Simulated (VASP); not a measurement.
Input of a VASP 6.6.1 run:

The input INCAR:

```
ALGO = Fast ; EDIFF = 1E-7
EDIFFG = -0.01 ; ENCUT = 600
GGA = PE ; IBRION = 2
ISIF = 3 ; ISMEAR = 0
LASPH = True ; LCHARG = False
LREAL = False ; LWAVE = False
NELM = 80 ; NSW = 40
PREC = Accurate ; SIGMA = 0.05
```

Contents of KPOINTS:

```
k-points
0
Gamma
  6 6 5
```

File POSCAR:

```
CaPb2F
1.0
    4.2320600000      0.0000000000      0.0000000000
    0.0000000000      4.2320600000      0.0000000000
    0.0000000000      0.0000000000      6.1433600000
Ca Pb F
1 2 1
Direct
    0.0000000000      0.0000000000      0.0000000000
    0.0000000000      0.5000000000      0.5000000000
    0.5000000000      0.0000000000      0.5000000000
    0.5000000000      0.5000000000      0.0000000000
```

Potentials or basis: VASP PAW PBE potentials, release 64 (Ca_sv, Pb_d, F).

Launch:

```bash
$ cat potpaw_PBE.64/Ca_sv/POTCAR potpaw_PBE.64/Pb_d/POTCAR potpaw_PBE.64/F/POTCAR > POTCAR
$ mpirun -np 1 vasp_std > vasp.out
```

Q: Predict the band gap on the k mesh.

A: None (metal or under the smearing width).

Q: Estimate the relaxed cell.

A: a = 4.233 Å, b = 4.233 Å, c = 6.162 Å, α = 90.00°, β = 90.00°, γ = 90.00°.

Final structure:
```
CELL_PARAMETERS angstrom
4.23288 0.00000 0.00000
0.00000 4.23288 0.00000
0.00000 0.00000 6.16187
ATOMIC_POSITIONS crystal
Ca 0.00000 0.00000 0.00000
Pb 0.00000 0.50000 0.50000
Pb 0.50000 0.00000 0.50000
F 0.50000 0.50000 0.00000
```

Caveat: an odd number of electrons without spin polarisation forces a metal; a magnetic or distorted state may lie lower. Spin-orbit coupling is left out, which matters for the levels of Pb.
